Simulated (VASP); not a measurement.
Data:

```xyz
2
Lattice="0.0000 2.9065 2.9065 2.9065 0.0000 2.9065 2.9065 2.9065 0.0000" Properties=species:S:1:pos:R:3 pbc="T T T"
Zn     0.0000     0.0000     0.0000
Se     1.4532     1.4532     1.4532
```

Computed with RPBE GGA, VASP's PBE PAW potentials (set 64) (plane waves; VASP 6.6.1). Settings: 520 eV cut-off, Gaussian smearing of 0.050 eV, potentials Zn Se.

Q: Give the energies of bands 2 to 12 at the high-symmetry points, in eV from the valence-band maximum.

A: 
```csv
band,Γ,X,U,L,W
2,-6.26,-6.19,-6.16,-6.18,-6.14
3,-6.26,-6.05,-6.08,-6.18,-6.09
4,-6.26,-6.05,-6.01,-5.93,-5.97
5,-5.95,-5.91,-5.93,-5.93,-5.97
6,-5.95,-5.79,-5.73,-5.82,-5.70
7,0.00,-4.38,-4.32,-4.71,-4.29
8,0.00,-1.91,-2.70,-0.76,-2.43
9,0.00,-1.91,-1.57,-0.76,-2.29
10,1.16,3.31,3.74,2.53,5.25
11,5.87,3.54,5.52,6.45,5.62
12,5.87,10.40,8.97,6.45,6.90
```

The gap is direct, 1.16 eV, from the valence maximum at Γ to the conduction minimum at Γ.

Measured: gap 2.87 eV (computed value off by -1.71 eV), as given by Wei Chen et al., Physical Review Materials (2018), doi:10.1103/physrevmaterials.2.073803 [zero-point renormalisation of 0.05 eV added back (the table's ZPR column)].

The compound is ZnSe in the zinc blende structure. It was relaxed first, which changed the volume by +8 %.
